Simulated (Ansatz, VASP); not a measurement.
## VB4Os in VASP and in Ansatz

```xyz
6
Lattice="2.9477 0.0000 0.0000 -1.4738 2.5528 0.0000 0.0000 0.0000 7.6356" Properties=species:S:1:pos:R:3 pbc="T T T"
V     0.0000    0.0000    0.0000
B     0.0000    0.0000    5.4173
B     0.0000    1.7019    6.0850
B     0.0000    1.7019    1.5506
B     0.0000    0.0000    2.2183
Os    0.0000    1.7019    3.8178
```

The cell comes from a database or a generator and needn't be the stable form of this composition.

Alike in both runs: task single point; functional PBE; k mesh 9 × 9 × 3; occupations fermi-dirac, width 0.15 eV; collinear spin.

```csv
,VASP,Ansatz
version,VASP 6.6.1,Ansatz 0.2.0
potentials or method,"VASP PAW PBE potentials, release 64 (V_sv, B, Os)","plane waves, PAW"
plane-wave cutoff (eV),520,500
valence electrons in the cell,33,41
```

```csv
,VASP,Ansatz,Ansatz less VASP
pressure (GPa),-18.4,-18.8,-0.32
largest component of the traceless stress (GPa),3.33,3.48,+0.146
net moment per atom (μB),0.00,0.00,0.000
```

The two sets of potentials don't hold the same shells in valence. Ansatz warned: «seeded_moment_not_kept».

Caveats: so large a pressure means that the cell lies far from this level's equilibrium, or that cutoff or potentials fall short (VASP). Spin-orbit coupling is left out, which matters for the levels of Os.
